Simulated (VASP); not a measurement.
```yaml
crystal:
  lattice:
    - [0.00000, 1.92772, 1.92772]
    - [1.92772, 0.00000, 1.92772]
    - [1.92772, 1.92772, 0.00000]
  atoms:
    - { symbol: Ir, position: [0.00000, 0.00000, 0.00000] }
```

Computed with TPSS meta-GGA, VASP's PBE PAW potentials (set 64) (plane waves; VASP). Numerical set-up: 520 eV cut-off, 18×18×18 Γ-centred mesh, tetrahedra with Blöchl corrections, potentials Ir.

Unless said otherwise, spin-orbit coupling is left out, though it shifts the bands of the heavy elements here.

### Question
Tabulate the total density of states (states/eV per cell) against energy (eV; zero at the valence-band maximum or, without a gap, the Fermi level).

### Answer

```
E (eV) | DOS (states/eV)
    -9.98 | # 0.06
    -9.87 | # 0.06
    -9.64 | # 0.07
    -9.53 | # 0.08
    -9.30 | # 0.09
    -9.18 | # 0.10
    -8.96 | ## 0.11
    -8.84 | ## 0.12
    -8.61 | ## 0.14
    -8.50 | ## 0.15
    -8.27 | ### 0.18
    -8.15 | ### 0.20
    -7.92 | ##### 0.35
    -7.81 | ####### 0.52
    -7.58 | ########## 0.70
    -7.47 | ########### 0.78
    -7.24 | ############# 0.95
    -7.12 | ############### 1.07
    -6.89 | ################## 1.27
    -6.78 | ################## 1.29
    -6.55 | ################# 1.21
    -6.43 | ################# 1.18
    -6.21 | ################# 1.18
    -6.09 | ################ 1.12
    -5.86 | ############ 0.85
    -5.75 | ########## 0.69
    -5.52 | ############# 0.95
    -5.40 | ################# 1.20
    -5.29 | ################## 1.24
    -5.06 | ############## 1.02
    -4.95 | ############### 1.06
    -4.72 | ############### 1.03
    -4.60 | ################ 1.16
    -4.37 | ################## 1.29
    -4.26 | ################## 1.30
    -4.03 | ##################### 1.46
    -3.92 | ###################### 1.53
    -3.69 | ####################### 1.65
    -3.57 | ########################## 1.80
    -3.34 | ############################## 2.11
    -3.23 | ##################### 1.47
    -3.00 | ################ 1.10
    -2.88 | ############## 1.02
    -2.66 | ############### 1.04
    -2.54 | ############# 0.95
    -2.31 | ############ 0.88
    -2.20 | ############# 0.94
    -1.97 | ################# 1.19
    -1.85 | ################ 1.15
    -1.62 | #################### 1.39
    -1.51 | ################ 1.16
    -1.28 | ############# 0.92
    -1.17 | ############## 0.95
    -1.05 | ############# 0.93
    -0.82 | ############ 0.87
    -0.71 | ############ 0.87
    -0.48 | ############ 0.87
    -0.36 | ############ 0.84
    -0.14 | ############ 0.86
    -0.02 | ############# 0.91
     0.21 | ############## 1.02
     0.32 | ################ 1.10
     0.55 | ###################### 1.57
     0.67 | ######################## 1.66
     0.90 | ################### 1.34
     1.01 | ############### 1.07
     1.24 | ########### 0.78
     1.35 | ########## 0.67
     1.58 | #### 0.27
     1.70 | #### 0.27
     1.93 | #### 0.27
     2.04 | #### 0.27
     2.27 | #### 0.27
     2.38 | #### 0.27
     2.61 | #### 0.27
     2.73 | #### 0.27
     2.96 | #### 0.27
     3.07 | #### 0.27
     3.30 | #### 0.27
     3.42 | #### 0.27
```
Within 2 eV below the Fermi level the largest weight inside VASP's projection spheres is Ir d.

The compound is Ir in the fcc structure. It was relaxed first.
